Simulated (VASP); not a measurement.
OSZICAR of a VASP run on GeMo$_{2}$ (space group P4/nmm):

### OSZICAR
```
       N       E                     dE             d eps       ncg     rms          rms(c)
DAV:   1     0.832416696704E+03    0.83242E+03   -0.34349E+04  4294   0.258E+03
DAV:   2     0.473074573469E+02   -0.78511E+03   -0.76508E+03  3116   0.693E+02
DAV:   3    -0.478271219900E+02   -0.95135E+02   -0.91254E+02  3354   0.164E+02
DAV:   4    -0.543356404949E+02   -0.65085E+01   -0.62996E+01  3848   0.403E+01
DAV:   5    -0.545027838613E+02   -0.16714E+00   -0.16629E+00  3728   0.651E+00    0.251E+01
DAV:   6    -0.537828834778E+02    0.71990E+00   -0.24534E+01  3570   0.212E+01    0.137E+01
DAV:   7    -0.529177852203E+02    0.86510E+00   -0.25824E+01  3474   0.177E+01    0.900E+00
DAV:   8    -0.516209860832E+02    0.12968E+01   -0.55845E+00  3628   0.917E+00    0.221E+00
DAV:   9    -0.516125747542E+02    0.84113E-02   -0.29927E-01  3610   0.240E+00    0.113E+00
DAV:  10    -0.516081366987E+02    0.44381E-02   -0.32786E-02  3830   0.985E-01    0.540E-01
DAV:  11    -0.516076574419E+02    0.47926E-03   -0.54144E-03  3834   0.425E-01    0.754E-02
DAV:  12    -0.516076357163E+02    0.21726E-04   -0.41835E-04  3790   0.140E-01    0.227E-02
DAV:  13    -0.516076383246E+02   -0.26083E-05   -0.54300E-05  3878   0.425E-02    0.915E-03
DAV:  14    -0.516076400553E+02   -0.17307E-05   -0.42904E-06  2856   0.131E-02    0.328E-03
DAV:  15    -0.516076399763E+02    0.79057E-07   -0.48498E-07  1960   0.431E-03
   1 F= -.51607640E+02 E0= -.51533258E+02  d E =-.148763E+00
```

Which electronic solver shows in the log?

It is blocked Davidson (ALGO = Normal, or the opening steps of other solvers). The INCAR had ALGO = Normal.

Can the final energy be trusted as converged?

The calculation finished and met its thresholds. It stopped with EDIFF = 1E-6, NELM = 100 (PBE GGA, plane waves, VASP's PBE PAW potentials (set 64)).

The structure was generated: GeMo2 was put into an ordered model structure, which need not be its known phase. The cell was not relaxed at this level. The run is one of a series of settings (KPOINTS 6×6×4 Γ-centred mesh against the base run), some of them coarse on purpose.
